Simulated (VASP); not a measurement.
Consider the following.

```
Sb
1.0
   -1.54382     1.54382     2.91362
    1.54382    -1.54382     2.91362
    1.54382     1.54382    -2.91362
Sb
1
Direct
  0.00000   0.00000   0.00000
```

Level of theory: r2SCAN+rVV10, VASP's PBE PAW potentials (set 64) (plane waves; VASP). Settings: 400 eV cut-off, 18×18×18 Γ-centred mesh, tetrahedra with Blöchl corrections, potentials Sb.

Unless said otherwise, spin-orbit coupling is left out, though it shifts the bands of the heavy elements here.

Q: Tabulate the total density of states (states/eV per cell) against energy (eV; zero at the valence-band maximum or, without a gap, the Fermi level).

A: 
```csv
E (eV),DOS (states/eV)
-9.98,0.46
-9.62,0.52
-9.26,0.62
-8.90,0.47
-8.66,0.37
-8.30,0.28
-7.94,0.22
-7.58,0.18
-7.22,0.14
-6.86,0.12
-6.50,0.08
-6.14,0.00
-5.90,0.03
-5.54,0.21
-5.18,0.35
-4.82,0.46
-4.46,0.54
-4.10,0.62
-3.74,0.68
-3.38,0.53
-3.14,0.45
-2.78,0.45
-2.42,0.55
-2.06,0.60
-1.70,0.59
-1.34,0.55
-0.98,0.56
-0.62,0.57
-0.38,0.57
-0.02,0.61
0.34,0.76
0.70,0.93
1.06,0.90
1.42,0.65
1.78,0.56
2.14,0.52
2.38,0.48
2.74,0.46
3.10,0.45
3.46,0.38
```
Within 2 eV below the Fermi level the largest weight inside VASP's projection spheres is Sb p.

The structure comes from a measured Sb entry (I4/mmm) of the Crystallography Open Database, whose conditions weren't checked. It was relaxed first, which changed the volume by +24 %.
